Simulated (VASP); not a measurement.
Crystal: Si2Sb2Te.

```
Si Sb Te
1.0
     1.99917    1.15422    9.87696
    -1.99917    1.15422    9.87696
     0.00000   -2.30845    9.87696
Si Sb Te
2 2 1
Direct
  0.78180 0.78180 0.78180
  0.21820 0.21820 0.21820
  0.40063 0.40063 0.40063
  0.59937 0.59937 0.59937
  0.00000 0.00000 0.00000
```

The cell was built by a generator and needn't be a form met in nature.

- Program: VASP 6.6.1
- Task: relaxation of cell and atoms
- Functional: PBE
- Potentials or basis: VASP PAW PBE potentials, release 64 (Si, Sb, Te)
- Cutoff: 520 eV
- k mesh: 4 × 4 × 4
- Occupations: gaussian, width 0.15 eV
- Spin: no spin polarisation

At the start: pressure 2.9 GPa; volume 27.35 Å³/atom.

**Question.** Where does the relaxation end?

**Answer.** Over 24 steps the energy falls by 396.3 meV/atom and the volume is 23.95 Å³/atom (-12.4 %); space group R-3m (No. 166, to 0.05 Å).

The path:
```
step  energy change (eV)  largest force (eV/Å)  pressure (GPa)  volume (Å³)
   1              0.0000                0.8542            2.88       136.75
   2             -0.1623                0.7157           -1.49       146.68
   3             -0.1626                0.7089           -1.58       147.12
   4             -0.3064                0.5886           -1.63       145.39
   5             -0.6864                0.7269           -1.50       139.66
   6             -0.8098                1.1666            1.04       125.68
   7             -0.8997                1.0589           -0.77       133.28
   8             -0.9163                1.1997            0.03       128.71
   9             -0.9319                1.1599           -0.35       130.69
  10             -1.1074                1.1171           -0.20       127.14
  11             -1.1646                0.9112            1.08       121.55
  12             -1.3218                0.9926            0.76       121.09
  13             -1.4374                1.0283            0.85       120.42
  14             -1.6327                0.7786           -0.42       122.20
  15             -1.7887                0.4521           -1.62       124.15
  16             -1.8839                0.1637           -3.60       127.68
  17             -1.8930                0.0272           -3.20       126.74
  18             -1.9749                0.2008            0.15       119.60
  19             -1.9763                0.1838           -0.14       120.35
  20             -1.9764                0.1777           -0.17       120.53
  21             -1.9760                0.1703           -0.45       120.92
  22             -1.9763                0.1796           -0.38       120.65
  23             -1.9800                0.1018           -0.25       120.26
  24             -1.9816                0.0198            0.00       119.73
```

Final structure:
```cif
data_structure
_symmetry_space_group_name_H-M 'P 1'
_symmetry_Int_Tables_number 1
_cell_length_a 8.6243
_cell_length_b 8.6243
_cell_length_c 8.6243
_cell_angle_alpha 27.380
_cell_angle_beta 27.380
_cell_angle_gamma 27.380
_cell_volume 119.73
loop_
_atom_site_label
_atom_site_type_symbol
_atom_site_fract_x
_atom_site_fract_y
_atom_site_fract_z
_atom_site_occupancy
Si1 Si 0.81125 0.81125 0.81125 1
Si2 Si 0.18875 0.18875 0.18875 1
Sb1 Sb 0.41515 0.41515 0.41515 1
Sb2 Sb 0.58485 0.58485 0.58485 1
Te1 Te 0.00000 0.00000 0.00000 1
```

Caveat: the k mesh is coarse (spacing up to 0.46 Å⁻¹), so the values aren't converged.
